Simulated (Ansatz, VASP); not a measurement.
## MgSi: VASP beside Ansatz

One calculation is typed for both programs; each brings its own data sets. How far apart do they land? The cell is taken from a series of runs on this material, whose earlier steps may have relaxed, scaled, displaced or heated it; both programs get it as it stands.

Program: Ansatz 0.2.0. Level of theory: plane waves, with VASP 6.6.1 beside it; relaxation of cell and atoms at PBEsol. Results are calculated unless marked as measured.

## Step 1: The structure

Symmetry: Imma, No. 74, orthorhombic system. Conventional cell: a = 4.085 Å, b = 8.037 Å, c = 4.211 Å, α = 90.00°, β = 90.00°, γ = 90.00°. Nearest to Mg lie 8 Si at 2.80 to 3.03 Å and 4 Mg at 2.93 Å. Nearest to Si lie 2 Si at 2.71 Å and 8 Mg at 2.80 to 3.03 Å. Farther neighbours are not listed.

## Step 2: VASP: relaxation of cell and atoms, PBEsol, pair 1

The relaxed volume is the usual yardstick between codes: in a stiff, nearly cubic crystal its relative difference is about their pressure difference at one cell divided by the bulk modulus.

Lines of VASP's logs that name or quote its potential files are left out, and so is its time.

INCAR

```
SYSTEM = MgSi
PREC = Accurate
ENCUT = 600
EDIFF = 1E-07
NELM = 120
ISMEAR = 1
SIGMA = 0.15
LREAL = .FALSE.
ALGO = Normal
GGA = PS
NBANDS = 12
LORBIT = 11
LWAVE = .FALSE.
LCHARG = .FALSE.
ISIF = 3
IBRION = 2
NSW = 80
EDIFFG = -0.005
LASPH = .TRUE.
GGA_COMPAT = .FALSE.
NELMIN = 4
KPAR = 2
```

POSCAR

```
MgSi
1.0
   -2.0422540000      4.0183240000      2.1054950000
    2.0422540000     -4.0183240000      2.1054950000
    2.0422540000      4.0183240000     -2.1054950000
Mg Si
2 2
Direct
    0.0000000000      0.0000000000      0.0000000000
    0.5000000000      0.0000000000      0.5000000000
    0.2884842994      0.5384842994      0.7500000000
    0.7115154631      0.4615154631      0.2500000000
```

KPOINTS

```
Automatic mesh
0
Gamma
14 14 14
0 0 0
```

PAW data sets: Mg and Si (PBE family, release 64).

On the command line:

```bash
mpirun -np 2 vasp_std
```

Numbers of over 12 decimals in the logs are rounded to 6 here.

The program printed:

```text
[banner, memory and clock lines left out]
running    2 mpi-ranks, on    1 nodes
 distrk:  each k-point on    1 cores,    2 groups
 distr:  one band on    1 cores,    1 groups

 POSCAR found type information on POSCAR MgSi
 POSCAR found :  2 types and       4 ions
|                                                                             |
|               ----> ADVICE to this user running VASP <----                  |
|                                                                             |
|     You enforced a specific xc type in the INCAR file but a different       |
|     [... a line on the potential file left out ...]
|     I HOPE YOU KNOW WHAT YOU ARE DOING!                                     |
|                                                                             |

 LDA part: xc-table for (Slater+PW92), standard interpolation
 POSCAR, INCAR and KPOINTS ok, starting setup
 FFT: planning ... GRIDC
 FFT: planning ... GRID_SOFT
 FFT: planning ... GRID
 WAVECAR not read
 entering main loop
       N       E                     dE             d eps       ncg     rms          rms(c)
DAV:   1     0.176468707159E+02    0.17647E+02   -0.50096E+03 10280   0.895E+02
DAV:   2    -0.136573560386E+02   -0.31304E+02   -0.29613E+02 12804   0.110E+02
DAV:   3    -0.149884163177E+02   -0.13311E+01   -0.13080E+01 13296   0.203E+01
DAV:   4    -0.150015049531E+02   -0.13089E-01   -0.13074E-01 11888   0.235E+00
DAV:   5    -0.150016368388E+02   -0.13189E-03   -0.13188E-03 12960   0.247E-01    0.368E+00
DAV:   6    -0.148078282848E+02    0.19381E+00   -0.19610E-01 11032   0.192E+00    0.213E+00
DAV:   7    -0.147456155517E+02    0.62213E-01   -0.12377E-01 12128   0.159E+00    0.478E-01
DAV:   8    -0.147412910792E+02    0.43245E-02   -0.89596E-03 11492   0.542E-01    0.129E-01
DAV:   9    -0.147412473988E+02    0.43680E-04   -0.34105E-04 12700   0.108E-01    0.817E-02
DAV:  10    -0.147412450469E+02    0.23519E-05   -0.11951E-05 12140   0.198E-02    0.137E-02
DAV:  11    -0.147412426110E+02    0.24359E-05   -0.41653E-06 12004   0.111E-02    0.836E-03
DAV:  12    -0.147412426636E+02   -0.52654E-07   -0.33039E-07 11492   0.308E-03
   1 F= -.14741243E+02 E0= -.14741690E+02  d E =-.147412E+02
[... from here on, the cycles between the ionic steps are left out ...]
   2 F= -.14741371E+02 E0= -.14741822E+02  d E =-.128537E-03
   3 F= -.14741476E+02 E0= -.14741929E+02  d E =-.233315E-03
   4 F= -.14741541E+02 E0= -.14741975E+02  d E =-.654921E-04
   5 F= -.14741544E+02 E0= -.14741972E+02  d E =-.677772E-04
   6 F= -.14741592E+02 E0= -.14741987E+02  d E =-.487048E-04
   7 F= -.14741656E+02 E0= -.14741956E+02  d E =-.112252E-03
   8 F= -.14741662E+02 E0= -.14741929E+02  d E =-.118086E-03
 curvature:  -6.66 expect dE=-0.145E-03 dE for cont linesearch -0.416E-06
 trial: gam= 0.52991 g(F)=  0.139E-06 g(S)=  0.217E-04 ort = 0.213E-05 (trialstep = 0.250E+01)
 search vector abs. value=  0.445E-04
 bond charge predicted
       N       E                     dE             d eps       ncg     rms          rms(c)
DAV:   1    -0.147417023558E+02   -0.40591E-04   -0.26148E-03 11456   0.250E-01    0.203E-02
DAV:   2    -0.147416990084E+02    0.33474E-05   -0.10399E-04 11736   0.650E-02    0.117E-02
DAV:   3    -0.147416941546E+02    0.48538E-05   -0.14725E-05 12188   0.190E-02    0.278E-03
DAV:   4    -0.147416941367E+02    0.17920E-07   -0.14083E-06 11728   0.731E-03    0.220E-03
DAV:   5    -0.147416940971E+02    0.39530E-07   -0.13222E-07  6688   0.193E-03
   9 F= -.14741694E+02 E0= -.14741958E+02  d E =-.322547E-04
 trial-energy change:   -0.000032  1 .order   -0.000032   -0.000057   -0.000008
 step:   2.8825(harm=  2.8825)  dis= 0.00138  next Energy=   -14.741695 (dE=-0.331E-04)
 reached required accuracy - stopping structural energy minimisation
```

OUTCAR, selected parts (step 2):

```text
ion  position               nearest neighbor table
   1  0.000  0.000  0.000-   4 2.80   3 2.80   3 2.87   3 2.87   4 2.87   4 2.87   2 2.93   2 2.93
                             2 2.93   2 2.93   3 3.03   4 3.03
   2  0.500  0.000  0.500-   4 2.80   3 2.80   3 2.87   3 2.87   4 2.87   4 2.87   1 2.93   1 2.93
                             1 2.93   1 2.93   3 3.03   4 3.03
   3  0.288  0.538  0.750-   4 2.71   4 2.71   2 2.80   1 2.80   2 2.87   1 2.87   2 2.87   1 2.87
                             1 3.03   2 3.03
   4  0.712  0.462  0.250-   3 2.71   3 2.71   2 2.80   1 2.80   2 2.87   2 2.87   1 2.87   1 2.87
                             1 3.03   2 3.03

  LATTYP: Found a body centered orthorhombic cell.
 ALAT       =     4.0845080000
 B/A-ratio  =     1.0309662755
 C/A-ratio  =     1.9675926697

 Subroutine GETGRP returns: Found  8 space group operations
 (whereof  4 operations were pure point group operations)

The static configuration has the point symmetry C_2h.
 The point group associated with its full space group is D_2h.

 Found    428 irreducible k-points:

   k-points           NKPTS =    428   k-points in BZ     NKDIM =    428   number of bands    NBANDS=     12

   dimension x,y,z NGX =    40 NGY =   40 NGZ =   40
   dimension x,y,z NGXF=    80 NGYF=   80 NGZF=   80

   ENCUT  =  600.0 eV  44.10 Ry    6.64 a.u.   9.94  9.94  9.94*2*pi/ulx,y,z

   NELECT =      12.0000    total number of electrons

 k-points in reciprocal lattice and weights: Automatic mesh
   0.00000000  0.00000000  0.00000000       0.000
   0.07142857 -0.00000000  0.00000000       0.001
   0.14285714 -0.00000000  0.00000000       0.001
   0.21428571 -0.00000000  0.00000000       0.001
   0.28571429 -0.00000000  0.00000000       0.001
   0.35714286 -0.00000000  0.00000000       0.001
   0.42857143 -0.00000000  0.00000000       0.001
   0.50000000 -0.00000000  0.00000000       0.001
   0.00000000  0.07142857  0.00000000       0.001
[...]
-0.42857143 -0.42857143  0.42857143       0.001
   0.50000000  0.50000000  0.50000000       0.000

 average (electrostatic) potential at core
       1 -35.4704       2 -35.4704       3 -83.2095       4 -83.2095

 E-fermi :   6.1886

 k-point     1 :       0.0000    0.0000    0.0000
  band No.  band energies     occupation
    ...
      3       3.4615      2.00000
      4       3.6650      2.00000
      5       3.7814      2.00000
      6       5.4388      2.00000
      7       5.6279      2.00000
      8       7.0244     -0.00000
      9       7.2125     -0.00000
     10       7.4522     -0.00000
     11      10.2473      0.00000
     12      10.7392      0.00000

 k-point     2 :       0.0714   -0.0000    0.0000
  band No.  band energies     occupation
    ...
      3       3.3270      2.00000
      4       3.8022      2.00000
      5       4.0651      2.00000
      6       5.1982      2.00000
      7       5.8112      2.00215
      8       7.1903     -0.00000
      9       7.4633     -0.00000
     10       7.5243     -0.00000
     11       9.6823      0.00000
     12      10.4928      0.00000

 k-point     3 :       0.1429   -0.0000    0.0000
  band No.  band energies     occupation
    ...
      2       1.4129      2.00000
      3       3.0840      2.00000
      4       3.8655      2.00000
      5       4.4955      2.00000
      6       4.7536      2.00000
      7       6.3098      0.01605
      8       7.6360     -0.00000
      9       7.7341     -0.00000
     10       7.9921     -0.00000
     11       8.8429     -0.00000
    ...

  Total        0.0010881     -0.0085761     -0.0088794      0.0000000      0.0000000      0.0000000
  in kB        0.0253085     -0.1994824     -0.2065375      0.0000000      0.0000000      0.0000000
  external PRESSURE =      -0.1269038 kB  Pullay stress =       0.0000000 kB

  energy-cutoff  :      600.00
  volume of cell :       68.88
      direct lattice vectors                 reciprocal lattice vectors
    -2.045406795  4.013057878  2.097871010     0.000000000  0.124593269  0.238336865
     2.045406795 -4.013057878  2.097871010     0.244450151  0.000000000  0.238336865
     2.045406795  4.013057878 -2.097871010     0.244450151  0.124593269  0.000000000

 POSITION                                       TOTAL-FORCE (eV/Angst)
 -----------------------------------------------------------------------------------
      0.00000      0.00000     -0.00000        -0.000000     -0.000000     -0.000000
      0.00000      4.01306      0.00000        -0.000000     -0.000000      0.000000
      2.04541      2.00653      0.14612        -0.000000      0.000000      0.000528
     -0.00000      2.00653      1.95175         0.000000     -0.000000     -0.000528
 -----------------------------------------------------------------------------------
    total drift:                                0.000000      0.000000      0.000061

  FREE ENERGIE OF THE ION-ELECTRON SYSTEM (eV)
  ---------------------------------------------------
  free  energy   TOTEN  =       -14.7416940971 eV

  energy  without entropy=      -14.7424860993  energy(sigma->0) =      -14.74195810

 reached required accuracy - stopping structural energy minimisation

 total charge
# of ion       s       p       d       tot
------------------------------------------
    1        0.192   0.145   0.035   0.372
    2        0.192   0.145   0.035   0.372
    3        0.821   0.776   0.000   1.597
    4        0.821   0.776   0.000   1.597
--------------------------------------------------
tot          2.025   1.843   0.070   3.938

[... 3 further parts left out ...]
```

The run keeps the 8 symmetry operations of its start, so it cannot find a distortion of lower symmetry.

## Step 3: Ansatz: relaxation of cell and atoms, PBEsol, pair 1

Ansatz runs on norm-conserving files, of PseudoDojo where its log says so.

The same cell, functional, mesh and smearing now go to Ansatz, which takes its cutoff from its data sets.

input.yaml

```yaml
crystal:
  lattice:
    - [-2.0422544641, 4.0183244125, 2.1054948072]
    - [2.0422544641, -4.0183244125, 2.1054948072]
    - [2.0422544641, 4.0183244125, -2.1054948072]
  atoms:
    - { symbol: Mg, position: [0.0, 0.0, 0.0] }
    - { symbol: Mg, position: [0.5, 0.0, 0.5] }
    - { symbol: Si, position: [0.2884844047, 0.5384844047, 0.75] }
    - { symbol: Si, position: [0.7115155953, 0.4615155953, 0.25] }
kpoints:
  mp_grid: { grid: [14, 14, 14] }
hamiltonian:
  xc: pbesol
  pseudopotentials: { kind: nc }
scf:
  occupations: { method: methfessel_paxton, width: 0.15 }
output:
  forces: true
  stress: true
  eigenvalues: true
relax:
  adjacent_minimum: "off"
  f_tol: 0.001
  max_steps: 60
  cell: { stress_tol: 0.01 }
```

On the command line:

```bash
ansatz run input.yaml --threads 4 --pin off --max-ram 7168MiB --backend cpu --events-out ev --progress --plain --runs-dir out
```

The program printed:

```text
Engine: ansatz 0.2.0, aarch64-unknown-linux-gnu
Pseudopotentials: kind: nc
Pseudopotential: Mg, nc, valence charge 10, recommended cutoff 1142.878222 eV (normal), Mg.nc.azcp (PseudoDojo's, or run here from an input of PseudoDojo's: the run reads no file of this project's for it)
Pseudopotential: Si, nc, valence charge 4, recommended cutoff 489.804952 eV (normal), Si.nc.azcp (PseudoDojo's, or run here from an input of PseudoDojo's: the run reads no file of this project's for it)
Functional definition: PBEsol
  exchange = pbesol_x
  correlation = pbesol_c
Crystal: 4 atoms, lattice volume = 69.114 Å³
Basis set: ecut = 1142.878222 eV, 6071 PW (Γ), exchange–correlation on 120×120×120 points (8 copies of the dense FFT grid, shifted against one another)
Bands: 18, of which v1, the nominal top of the filled ones, is band 14 counted from 1 (13 counted from 0)
Symmetry: 8 space group operations
Space group: Imma (ITA 74), of the structure as read, at distance tolerance 4.1e-5 Å
k-points: 428 of 2744
Non-local potential: Mg, projectors of the file, l = 0: 2, l = 1: 2
Non-local potential: Si, projectors of the file, l = 0: 2, l = 1: 2, l = 2: 2
Initial density: superposition of atomic densities (chi_scale 0.1, normalization cell, long waves kept (reshape's long-wave potential 0.00 eV rms))
Initial wavefunctions: pseudopotential atomic-orbital guess
Functional: x = pbesol(κ = 0.804, μ = 0.123457), c = pbesol(β = 0.046)
SCF iter   1: F=—  HF=-3457.703933 eV  |F-HF|=—  |Δ(HF+E_count)|=         —  Δρ=2.31e-2  dr2=3.00e-1  ethr=3.10e-3  ⟨swp⟩=5.6  Hψ=38818  notcnv=0
preconditioner: auto → Kerker (q_TF=auto, 2.347 Å⁻¹)  [metal: Δε(μ)=0.007 eV  Ē_g=7.058 eV  σ=0.150 eV  W_gap=0.04  n_scr=14 (ndim 8)  ℏωp=15.5 eV  f_vac=0.000  D(μ)=0.98/eV (n_scr^D=2)]
SCF iter   2: F=—  HF=-3457.671625 eV  |F-HF|=—  |Δ(HF+E_count)|=   3.23e-2  S|Δr|=    0.00e0  Δρ=1.43e-2  dr2=1.32e-1  ethr=1.07e-3  ⟨swp⟩=1.0  Hψ=11129  notcnv=0
SCF iter   3: F=—  HF=-3457.643718 eV  |F-HF|=—  |Δ(HF+E_count)|=   2.79e-2  S|Δr|=    0.00e0  Δρ=1.66e-3  dr2=2.06e-3  ethr=4.70e-4  ⟨swp⟩=1.5  Hψ=8309  notcnv=0
SCF iter   4: F=—  HF=-3457.643133 eV  |F-HF|=—  |Δ(HF+E_count)|=   5.84e-4  S|Δr|=    0.00e0  Δρ=3.96e-4  dr2=8.36e-5  ethr=7.35e-6  ⟨swp⟩=2.1  Hψ=10648  notcnv=0
SCF iter   5: F=—  HF=-3457.642966 eV  |F-HF|=—  |Δ(HF+E_count)|=   1.67e-4  S|Δr|=    0.00e0  Δρ=8.59e-5  dr2=3.44e-6  ethr=2.98e-7  ⟨swp⟩=2.7  Hψ=12831  notcnv=0  defer=3
SCF iter   6: F=—  HF=-3457.642966 eV  |F-HF|=—  |Δ(HF+E_count)|=   3.66e-7  S|Δr|=    0.00e0  Δρ=1.51e-5  dr2=1.17e-7  ethr=1.23e-8  ⟨swp⟩=1.8  Hψ=9664  notcnv=0  defer=5
SCF iter   7: F=-3457.642966 eV  HF=-3457.642966 eV  |F-HF|=2.69e-9  |Δ(HF+E_count)|=   2.75e-8  S|Δr|=    0.00e0  Δρ=4.47e-6  dr2=4.70e-9  ethr=3.57e-10  ⟨swp⟩=5.7  Hψ=34217  notcnv=0
SCF 1 converged in 7 iterations: F = -3457.642966 eV  dr2 = 4.70e-9
relax step   1: F+E_penalty+E_count = -3457.64296556 eV  Δ(F+E_penalty+E_count) = +0.000e0 eV  max|allowed force component| = 2.820e-2 eV/Å  Δτ_max = 0.0000 Å  P = +0.032 GPa  Ω = 69.114 Å³  (7 SCF iters, dr2 threshold 1.00e-7 eV, accepted)
[...]
relax step   2: F+E_penalty+E_count = -3457.64315224 eV  Δ(F+E_penalty+E_count) = -1.867e-4 eV  max|allowed force component| = 6.854e-3 eV/Å  Δτ_max = 0.0053 Å  P = +0.017 GPa  Ω = 69.055 Å³  energy of the carried Pulay correction = +7.654e-6 eV  (4 SCF iters, dr2 threshold 4.97e-8 eV, accepted)
[...]
relax step   4: F+E_penalty+E_count = -3457.64321513 eV  Δ(F+E_penalty+E_count) = -1.608e-5 eV  max|allowed force component| = 1.470e-3 eV/Å  Δτ_max = 0.0020 Å  P = -0.007 GPa  Ω = 69.045 Å³  energy of the carried Pulay correction = +8.934e-6 eV  (4 SCF iters, dr2 threshold 2.18e-9 eV, accepted)
[...]
relax step   5: F+E_penalty+E_count = -3457.64322774 eV  Δ(F+E_penalty+E_count) = -1.261e-5 eV  max|allowed force component| = 7.942e-4 eV/Å  Δτ_max = 0.0010 Å  P = -0.001 GPa  Ω = 69.028 Å³  energy of the carried Pulay correction = +1.108e-5 eV  (4 SCF iters, dr2 threshold 2.58e-9 eV, accepted)
[...]
relax step   6: F+E_penalty+E_count = -3457.64322932 eV  Δ(F+E_penalty+E_count) = -1.577e-6 eV  max|allowed force component| = 6.137e-6 eV/Å  Δτ_max = 0.0002 Å  P = -0.001 GPa  Ω = 69.026 Å³  energy of the carried Pulay correction = +1.143e-5 eV  (4 SCF iters, dr2 threshold 3.09e-10 eV, accepted)
[...]
relax step   7: F+E_penalty+E_count = -3457.64321849 eV  Δ(F+E_penalty+E_count) = +1.082e-5 eV  max|allowed force component| = 9.545e-6 eV/Å  Δτ_max = 0.0000 Å  P = -0.001 GPa  Ω = 69.026 Å³  stress off target by 2.73e-3 GPa  SCF on the basis re-selected at this cell (its energy is not comparable with the rows above)  (5 SCF iters)
basis re-selected at this cell: Δ(F+E_penalty+E_count) = +1.082e-5 eV, ΔP = -0.001 GPa vs the last step (what re-selecting the basis moved, of the pressure what is left beyond the Pulay correction that the steps carried, after the strain that the cell walked since its last selection, with what the two solves' SCF thresholds leave and, on support functions, any second-order correction that the steps lacked; it is no m [...]
SCF converged after 5 iterations
Stability not checked: this state was not tested for a lower state beside it, because cold or Methfessel-Paxton smearing, or corrected tetrahedra, fill the levels in a way that the test cannot read (fill_not_monotonic; see scf.lower_state_search)
Free energy (F): -3457.643218 eV
Harris-Foulkes:  -3457.643218 eV  (|F-HF|=4.55e-13)
Internal energy: -3457.644279 eV  (E = F + TS)
E sigma→0 (E₀):  -3457.643484 eV
Entropy (-TS):   0.001060 eV (0.265 meV/atom)
Fermi energy:    8.379672 eV
--- Per-component energies (eV) ---
  E_band       = -639.408583
  E_kinetic    = 1928.650159
  E_local      = -3434.683084  (includes V_loc(G=0)·N_el)
  E_nonlocal   = -953.096627
  E_hartree    = 1231.413741
  E_xc         = -508.741932
  E_vxc        = -643.106510  (∫ρ·V_xc dr)
  E_ewald      = -1721.186537
  E_smearing   = 0.001060  (= −TS)
  E_closure    = -0.000000  (closes the sum)
  Σ components = -3457.643218   (vs F -3457.643218, Δ=0.00e0)
--- Forces (eV/Å), atoms counted from 1 ---
  atom   1  Mg     0.00000000    -0.00000000     0.00000000
  atom   2  Mg     0.00000000     0.00000000     0.00000000
  atom   3  Si     0.00000000     0.00000000     0.00000954
  atom   4  Si     0.00000000     0.00000000    -0.00000954
  max |Σ_I F_I| component: 1.69e-21 eV/Å
--- Stress (GPa, compression-positive) ---
        0.001134       0.000000       0.000000
        0.000000      -0.002478       0.000000
        0.000000       0.000000      -0.002734
  P = ⅓ Tr σ = -0.0014 GPa (-0.014 kbar)
--- Band table (eV; the first three rows and the last of 428) ---
  k-point 0: bands = [... 10 lower, 5.6358, 5.8415, 5.9762, 7.6452, 7.8119, 9.1951, 9.3867, 9.6558]
  k-point 1: bands = [... 10 lower, 5.4726, 5.9447, 6.1976, 7.4395, 7.9865, 9.4560, 9.4784, 9.8049]
  k-point 2: bands = [... 10 lower, 5.2206, 6.0793, 6.4789, 6.9783, 8.4457, 9.7539, 10.1027, 10.1906]
  k-point 427: bands = [... 10 lower, 3.8260, 5.1189, 5.1961, 8.3248, 11.1979, 12.9624, 13.4207, 13.7191]
--- Relaxed structure (6 steps of the walk, 6 accepted, 1 SCFs on fresh bases) ---
  F+E_penalty+E_count = -3457.64321849 eV   max|allowed force component| = 9.545e-6 eV/Å   (the final SCF, on the basis selected at the relaxed cell)
  cell:  # Å, volume = 69.0257 Å³
    - [-2.043475, 4.018221, 2.101588]
    - [2.043475, -4.018221, 2.101588]
    - [2.043475, 4.018221, -2.101588]
  atoms:
    - { symbol: Mg, position: [0.0, 0.0, 0.0] }
    - { symbol: Mg, position: [0.500000, 0.0, 0.500000] }
    - { symbol: Si, position: [0.286067, 0.536067, 0.75] }
    - { symbol: Si, position: [0.713933, 0.463933, 0.25] }
```

## Step 4: Differences

Known differences besides the potentials themselves: the data sets hold 28 valence electrons in Ansatz (on norm-conserving files, of PseudoDojo where its log says so) and 12 in VASP; the cutoff is 1142.88 eV in Ansatz and 600 eV in VASP; Ansatz adds a Pulay correction to the stress that steers its cell, VASP none. Total energies have different zeros and are not compared.

Compared:

```csv
quantity,Ansatz,VASP,difference
volume (Å³),69.03,68.88,+0.21 %
"edge a after relaxation, in the typed setting (Å)",4.974,4.969,+0.10 %
```

(Part 1 of 2 ends here.)

[Lines on the potential files, build, host, timing and source positions are cut from VASP's logs without a mark.]

[Logs are printed without paths, hosts, clocks, repeated set-up lines and the standing remarks that a program may print on its own settings, such as how far it seeks lower states.]

[Hosts, paths, dates, database ids (printed as entryN), source tags and the programs' standing remarks are cut or masked in the printed files.]
